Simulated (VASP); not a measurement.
## What goes wrong when the gap of TiO2 (Anatase) is computed with a bad input

Some runs for the gap of TiO2 (Anatase) get a fault in the input on purpose. Which of them show, and how? The starting structure is a measured crystal structure from the Crystallography Open Database. The atoms were first relaxed with LDA in that cell, in a run that isn't shown, and the relaxed structure is the one below.

Main program and level: VASP 6.6.1; Kohn-Sham DFT with plane waves and PAW; LDA.

### Step 1. Starting point

It takes space group I4_1/amd (No. 141, tetragonal). Conventional cell: a = 3.784 Å, b = 3.784 Å, c = 9.515 Å, α = 90.00°, β = 90.00°, γ = 90.00°. Nearest to Ti lie 6 O at 1.93 to 1.97 Å. O has 3 Ti at 1.93 to 1.97 Å nearest. Farther neighbours and most contacts between anions are not listed.

### Step 2. Reference bands

INCAR

```
SYSTEM = TiO2
PREC = Accurate
ENCUT = 460
EDIFF = 1E-06
NELM = 100
ISMEAR = 0
SIGMA = 0.03
LREAL = .FALSE.
ALGO = Normal
GGA = CA
NBANDS = 40
LASPH = .TRUE.
LORBIT = 11
LWAVE = .FALSE.
LCHARG = .FALSE.
KPAR = 8
```

POSCAR

```
TiO2
1.0
   -1.8921000000      1.8921000000      4.7573000000
    1.8921000000     -1.8921000000      4.7573000000
    1.8921000000      1.8921000000     -4.7573000000
Ti O
2 4
Direct
    0.7500000000      0.2500000000      0.5000000000
    0.0000000000      0.0000000000      0.0000000000
    0.7924867405      0.7924867405      0.0000000000
    0.5424867405      0.0424867405      0.5000000000
    0.9575132595      0.4575132595      0.5000000000
    0.2075132595      0.2075132595      0.0000000000
```

KPOINTS

```
Automatic mesh
0
Gamma
8 8 8
0 0 0
```

KPOINTS_OPT

```
Line mode
8
Line-mode
Reciprocal
  0.00000000   0.00000000   0.00000000 GAMMA
  0.00000000   0.00000000   0.50000000 X

  0.00000000   0.00000000   0.50000000 X
 -0.07909283   0.07909283   0.50000000 Y

 -0.07909283   0.07909283   0.50000000 Y
 -0.28954641   0.28954641   0.28954641 S

 -0.28954641   0.28954641   0.28954641 S
  0.00000000   0.00000000   0.00000000 GAMMA

  0.00000000   0.00000000   0.00000000 GAMMA
  0.50000000   0.50000000  -0.50000000 Z

  0.50000000   0.50000000  -0.50000000 Z
  0.28954641   0.71045359  -0.28954641 S1

  0.28954641   0.71045359  -0.28954641 S1
  0.00000000   0.50000000   0.00000000 N

  0.00000000   0.50000000   0.00000000 N
  0.25000000   0.25000000   0.25000000 P

  0.25000000   0.25000000   0.25000000 P
  0.50000000   0.50000000  -0.07909283 Y1

  0.50000000   0.50000000  -0.07909283 Y1
  0.50000000   0.50000000  -0.50000000 Z

  0.00000000   0.00000000   0.50000000 X
  0.25000000   0.25000000   0.25000000 P
```

PAW data sets: Ti_sv and O (LDA family, release 64).

The run is started by

```sh
> mpirun -np 8 vasp_std
```

Log:

```text
[banner, memory and clock lines left out]
running    8 mpi-ranks, on    1 nodes
 distrk:  each k-point on    1 cores,    8 groups
 distr:  one band on    1 cores,    1 groups

 POSCAR found type information on POSCAR TiO
 POSCAR found :  2 types and       6 ions
|                                                                             |
|           W    W    AA    RRRRR   N    N  II  N    N   GGGG   !!!           |
|           W    W   A  A   R    R  NN   N  II  NN   N  G    G  !!!           |
|           W    W  A    A  R    R  N N  N  II  N N  N  G       !!!           |
|           W WW W  AAAAAA  RRRRR   N  N N  II  N  N N  G  GGG   !            |
|           WW  WW  A    A  R   R   N   NN  II  N   NN  G    G                |
|           W    W  A    A  R    R  N    N  II  N    N   GGGG   !!!           |
|                                                                             |
|     For optimal performance we recommend to set                             |
|       NCORE = 2 up to number-of-cores-per-socket                            |
|     NCORE specifies how many cores store one orbital (NPAR=cpu/NCORE).      |
|     This setting can greatly improve the performance of VASP for DFT.       |
|     The default, NCORE=1 might be grossly inefficient on modern             |
|     multi-core architectures or massively parallel machines. Do your        |
|     Unfortunately you need to use the default for GW and RPA                |
|     calculations (for HF NCORE is supported but not extensively tested      |
|     yet).                                                                   |
|                                                                             |

 LDA part: xc-table for (Slater(with rela. corr.)+CA(PZ))
 , standard interpolation
 POSCAR, INCAR and KPOINTS ok, starting setup
 FFT: planning ... GRIDC
 FFT: planning ... GRID_SOFT
 FFT: planning ... GRID
 WAVECAR not read
 entering main loop
       N       E                     dE             d eps       ncg     rms          rms(c)
DAV:   1     0.587746456614E+03    0.58775E+03   -0.21419E+04  4720   0.128E+03
DAV:   2     0.299599051411E+01   -0.58475E+03   -0.53092E+03  4976   0.414E+02
DAV:   3    -0.713939515935E+02   -0.74390E+02   -0.73082E+02  6256   0.150E+02
DAV:   4    -0.754639790231E+02   -0.40700E+01   -0.40536E+01  6928   0.310E+01
DAV:   5    -0.755798376213E+02   -0.11586E+00   -0.11585E+00  5896   0.405E+00    0.316E+01
DAV:   6    -0.597926647925E+02    0.15787E+02   -0.39622E+01  6176   0.722E+01    0.118E+01
DAV:   7    -0.591488863140E+02    0.64378E+00   -0.78530E+00  5496   0.274E+01    0.993E+00
DAV:   8    -0.590361064698E+02    0.11278E+00   -0.45757E-01  5656   0.437E+00    0.771E+00
DAV:   9    -0.590160631009E+02    0.20043E-01   -0.58435E-01  7024   0.111E+01    0.388E+00
DAV:  10    -0.588504504563E+02    0.16561E+00   -0.20186E-01  6000   0.457E+00    0.160E+00
DAV:  11    -0.588240586696E+02    0.26392E-01   -0.58679E-02  7032   0.272E+00    0.677E-01
DAV:  12    -0.588215872341E+02    0.24714E-02   -0.10282E-02  5432   0.701E-01    0.411E-01
DAV:  13    -0.588213103429E+02    0.27689E-03   -0.90822E-04  5616   0.270E-01    0.193E-01
DAV:  14    -0.588209859790E+02    0.32436E-03   -0.95818E-04  5864   0.159E-01    0.373E-02
DAV:  15    -0.588209822658E+02    0.37133E-05   -0.41410E-05  6152   0.327E-02    0.387E-02
DAV:  16    -0.588209678909E+02    0.14375E-04   -0.11183E-05  6152   0.466E-02    0.105E-02
DAV:  17    -0.588209666690E+02    0.12219E-05   -0.32505E-06  5936   0.147E-02    0.259E-03
DAV:  18    -0.588209666861E+02   -0.17139E-07   -0.59077E-07  3328   0.437E-03
   1 F= -.58820967E+02 E0= -.58820967E+02  d E =-.832063E-45
 Start KPOINTS_OPT (optional k-point list driver)
k-point batch [1-59\88]
       N       E                     dE             ncg
DAV:   1    -0.228422279042E+04   -0.65417E+05     4720
DAV:   2    -0.341329298825E+05   -0.31849E+05     4904
DAV:   3    -0.380812874380E+05   -0.39484E+04     6232
DAV:   4    -0.383489346583E+05   -0.26765E+03     6904
DAV:   5    -0.383577550146E+05   -0.88204E+01     5720
DAV:   6    -0.383579308896E+05   -0.17588E+00     6248
DAV:   7    -0.383579348567E+05   -0.39671E-02     5808
DAV:   8    -0.383579349171E+05   -0.60442E-04     5344
DAV:   9    -0.383579349186E+05   -0.14578E-05     3536
DAV:  10    -0.383579349188E+05   -0.16787E-06     3664
k-point batch [60-88\88]
       N       E                     dE             ncg
DAV:   1     0.250176802250E+05   -0.45974E+05     2320
DAV:   2     0.926980751112E+04   -0.15748E+05     2424
DAV:   3     0.733308631685E+04   -0.19367E+04     3128
DAV:   4     0.720624243992E+04   -0.12684E+03     3328
DAV:   5     0.720249014659E+04   -0.37523E+01     2872
DAV:   6     0.720245131516E+04   -0.38831E-01     3088
DAV:   7     0.720245029785E+04   -0.10173E-02     2856
DAV:   8     0.720245026958E+04   -0.28261E-04     2440
DAV:   9     0.720245026827E+04   -0.13177E-05     1776
DAV:  10     0.720245026817E+04   -0.98852E-07     1784
```

Elapsed: 2.3 min, on 8 MPI ranks of Intel Xeon Platinum 8259CL at 2.50GHz (Skylake/Cascade Lake), shared host; peak memory 2.8 GiB; 17 min of CPU time.

The logs omit lines about the potential files and the build; timing stands in the text.

Parts of OUTCAR (step 2):

```text
ion  position               nearest neighbor table
   1  0.750  0.250  0.500-   3 1.93   6 1.93   3 1.93   6 1.93   5 1.97   4 1.97
   2  0.000  0.000  0.000-   4 1.93   5 1.93   4 1.93   5 1.93   3 1.97   6 1.97
   3  0.792  0.792  0.000-   1 1.93   1 1.93   2 1.97
   4  0.542  0.042  0.500-   2 1.93   2 1.93   1 1.97
   5  0.958  0.458  0.500-   2 1.93   2 1.93   1 1.97
   6  0.208  0.208  0.000-   1 1.93   1 1.93   2 1.97

  LATTYP: Found a body centered tetragonal cell.
 ALAT       =     3.7842000000
 C/A-ratio  =     2.5142962846

 Subroutine GETGRP returns: Found 16 space group operations
 (whereof  8 operations were pure point group operations)

The static configuration has the point symmetry D_2d.
 The point group associated with its full space group is D_4h.

 Found     59 irreducible k-points:

   k-points           NKPTS =     59   k-points in BZ     NKDIM =     59   number of bands    NBANDS=     40

   dimension x,y,z NGX =    40 NGY =   40 NGZ =   40
   dimension x,y,z NGXF=    80 NGYF=   80 NGZF=   80

   ENCUT  =  460.0 eV  33.81 Ry    5.81 a.u.   9.55  9.55  9.55*2*pi/ulx,y,z

   NELECT =      48.0000    total number of electrons

 k-points in reciprocal lattice and weights: Automatic mesh
   0.00000000  0.00000000  0.00000000       0.002
   0.12500000  0.00000000  0.00000000       0.016
   0.25000000  0.00000000  0.00000000       0.016
   0.37500000  0.00000000 -0.00000000       0.016
   0.50000000  0.00000000  0.00000000       0.008
   0.12500000  0.12500000  0.00000000       0.016
   0.25000000  0.12500000 -0.00000000       0.031
   0.37500000  0.12500000  0.00000000       0.031
   0.50000000  0.12500000 -0.00000000       0.031
[...]
-0.37500000 -0.37500000  0.37500000       0.004
   0.50000000  0.50000000  0.50000000       0.002

 average (electrostatic) potential at core
       1 -77.2789       2 -77.2789       3 -71.5129       4 -71.5129       5 -71.5129
       6 -71.5129

 E-fermi :   3.3334

 k-point     1 :       0.0000    0.0000    0.0000
  band No.  band energies     occupation
    ...
     20       2.3169      2.00000
     21       2.3223      2.00000
     22       2.3223      2.00000
     23       2.6105      2.00000
     24       2.6105      2.00000
     25       5.0921      0.00000
     26       5.8631      0.00000
     27       7.0367      0.00000
     28       7.0367      0.00000
     29       7.0673      0.00000
    ...

 k-point     2 :       0.1250    0.0000    0.0000
  band No.  band energies     occupation
    ...
     20       1.9658      2.00000
     21       2.2058      2.00000
     22       2.3154      2.00000
     23       2.4017      2.00000
     24       2.6304      2.00000
     25       5.4603      0.00000
     26       5.9221      0.00000
     27       6.6506      0.00000
     28       6.8235      0.00000
     29       6.9894      0.00000
    ...

 k-point     3 :       0.2500    0.0000    0.0000
  band No.  band energies     occupation
    ...
     20       1.3817      2.00000
     21       1.7029      2.00000
     22       2.2764      2.00000
     23       2.3092      2.00000
     24       2.5683      2.00000
     25       5.9707      0.00000
     26       6.2534      0.00000
     27       6.3646      0.00000
     28       6.6432      0.00000
     29       6.9226      0.00000
    ...

  Total       -2.9071042     -2.9071042     -2.0938370      0.0000000      0.0000000      0.0000000
  in kB      -68.3695113    -68.3695113    -49.2430289      0.0000000      0.0000000      0.0000000
  external PRESSURE =     -61.9940172 kB  Pullay stress =       0.0000000 kB

  energy-cutoff  :      460.00
  volume of cell :       68.13
      direct lattice vectors                 reciprocal lattice vectors
    -1.892100000  1.892100000  4.757300000     0.000000000  0.264256646  0.105101633
     1.892100000 -1.892100000  4.757300000     0.264256646  0.000000000  0.105101633
     1.892100000  1.892100000 -4.757300000     0.264256646  0.264256646  0.000000000

 POSITION                                       TOTAL-FORCE (eV/Angst)
 -----------------------------------------------------------------------------------
      0.00000      1.89210      2.37865         0.000000      0.000000      0.000000
      0.00000      0.00000      0.00000         0.000000      0.000000      0.000000
      0.00000      0.00000      7.54019        -0.000000     -0.000000     -0.000148
      0.00000      1.89210      0.40424        -0.000000     -0.000000     -0.000148
     -0.00000      1.89210      4.35306         0.000000      0.000000      0.000148
      0.00000      0.00000      1.97441         0.000000      0.000000      0.000148
 -----------------------------------------------------------------------------------
    total drift:                                0.000000      0.000000     -0.000000

  FREE ENERGIE OF THE ION-ELECTRON SYSTEM (eV)
  ---------------------------------------------------
  free  energy   TOTEN  =       -58.8209666861 eV

  energy  without entropy=      -58.8209666861  energy(sigma->0) =      -58.82096669

 total charge
# of ion       s       p       d       tot
------------------------------------------
    1        2.229   6.308   1.780  10.317
    2        2.229   6.308   1.780  10.317
    3        1.568   3.485   0.000   5.053
    4        1.568   3.485   0.000   5.053
    5        1.568   3.485   0.000   5.053
    6        1.568   3.485   0.000   5.053
--------------------------------------------------
tot         10.730  26.556   3.560  40.846

[... 3 further parts left out ...]
```

At this level the cell is under a tension of 6.2 GPa, so at these settings it is away from equilibrium.

The reference gap is 2.008 eV.

### Step 3. Bands with a wide metal-type smearing

A slip made on purpose: a wide metal-type smearing. Against step 2 the input has ISMEAR = 1 and SIGMA = 1 (also changed: NELM).

Changes to INCAR since step 2:

```diff
@@ -4,5 +4,5 @@
 EDIFF = 1E-06
-NELM = 100
-ISMEAR = 0
-SIGMA = 0.03
+NELM = 60
+ISMEAR = 1
+SIGMA = 1
 LREAL = .FALSE.
```

POSCAR is that of step 2.

KPOINTS is that of step 2.

KPOINTS_OPT is that of step 2.

The run is started by

```sh
> mpirun -np 8 vasp_std
```

Log:

```text
[banner, memory and clock lines left out]
running    8 mpi-ranks, on    1 nodes
[...]
[... a notice as in an earlier step ...]

 LDA part: xc-table for (Slater(with rela. corr.)+CA(PZ))
 , standard interpolation
 POSCAR, INCAR and KPOINTS ok, starting setup
[...]
entering main loop
       N       E                     dE             d eps       ncg     rms          rms(c)
DAV:   1     0.587730323114E+03    0.58773E+03   -0.21419E+04  4720   0.128E+03
DAV:   2     0.299843754854E+01   -0.58473E+03   -0.53155E+03  4976   0.414E+02
DAV:   3    -0.711772139734E+02   -0.74176E+02   -0.73019E+02  6256   0.150E+02
DAV:   4    -0.752520460994E+02   -0.40748E+01   -0.40592E+01  6928   0.310E+01
[...]
DAV:  17    -0.586782770932E+02    0.14160E-05   -0.76253E-06  5112   0.139E-02    0.108E-02
DAV:  18    -0.586782756778E+02    0.14154E-05   -0.12582E-06  4240   0.124E-02    0.668E-03
DAV:  19    -0.586782756397E+02    0.38158E-07   -0.19202E-06  3856   0.739E-03
   1 F= -.58678276E+02 E0= -.58771198E+02  d E =0.278766E+00
 Start KPOINTS_OPT (optional k-point list driver)
k-point batch [1-59\88]
       N       E                     dE             ncg
DAV:   1    -0.227436199626E+04   -0.65407E+05     4720
DAV:   2    -0.341239172793E+05   -0.31850E+05     4904
DAV:   3    -0.380728524902E+05   -0.39489E+04     6232
DAV:   4    -0.383404619533E+05   -0.26761E+03     6888
[...]
DAV:   8    -0.383494659849E+05   -0.60409E-04     5352
DAV:   9    -0.383494659863E+05   -0.14734E-05     3552
DAV:  10    -0.383494659865E+05   -0.17124E-06     3672
k-point batch [60-88\88]
       N       E                     dE             ncg
DAV:   1     0.250225107100E+05   -0.45969E+05     2320
DAV:   2     0.927428307590E+04   -0.15748E+05     2424
DAV:   3     0.733733274607E+04   -0.19370E+04     3128
DAV:   4     0.721051683100E+04   -0.12682E+03     3328
[...]
DAV:   8     0.720672431467E+04   -0.28645E-04     2440
DAV:   9     0.720672431331E+04   -0.13564E-05     1768
DAV:  10     0.720672431321E+04   -0.10348E-06     1776
```

Wall time 1.9 min (8 MPI ranks); peak memory 2.8 GiB.

From OUTCAR (step 3):

```text
  Total       -3.0785924     -3.0785924     -1.8882187      0.0000000      0.0000000      0.0000000
  in kB      -72.4025847    -72.4025847    -44.4072798      0.0000000      0.0000000      0.0000000
  external PRESSURE =     -63.0708164 kB  Pullay stress =       0.0000000 kB

 POSITION                                       TOTAL-FORCE (eV/Angst)
 -----------------------------------------------------------------------------------
      0.00000      1.89210      2.37865        -0.000000     -0.000000      0.000000
      0.00000      0.00000      0.00000        -0.000000     -0.000000      0.000000
      0.00000      0.00000      7.54019         0.000000      0.000000     -0.083812
      0.00000      1.89210      0.40424        -0.000000     -0.000000     -0.083812
     -0.00000      1.89210      4.35306         0.000000      0.000000      0.083812
      0.00000      0.00000      1.97441         0.000000      0.000000      0.083812
 -----------------------------------------------------------------------------------
    total drift:                                0.000000      0.000000     -0.000000

  FREE ENERGIE OF THE ION-ELECTRON SYSTEM (eV)
  ---------------------------------------------------
  free  energy   TOTEN  =       -58.6782756397 eV

  energy  without entropy=      -58.9570413091  energy(sigma->0) =      -58.77119753

[... 2 parts as in an earlier step ...]

[... 1 further part left out ...]
[key lines of the parts left out:]
E-fermi :   3.3583
```

With a wide metal-type smearing the gap is 2.027 eV, +0.019 eV from the reference.

(Part 1 of 2 ends here.)

[Lines on the potential files, build, host, timing and source positions are cut from VASP's logs without a mark.]

[Logs are printed without paths, hosts, clocks, repeated set-up lines and the standing remarks that a program may print on its own settings, such as how far it seeks lower states.]

[Hosts, paths, dates, database ids (printed as entryN), source tags and the programs' standing remarks are cut or masked in the printed files.]
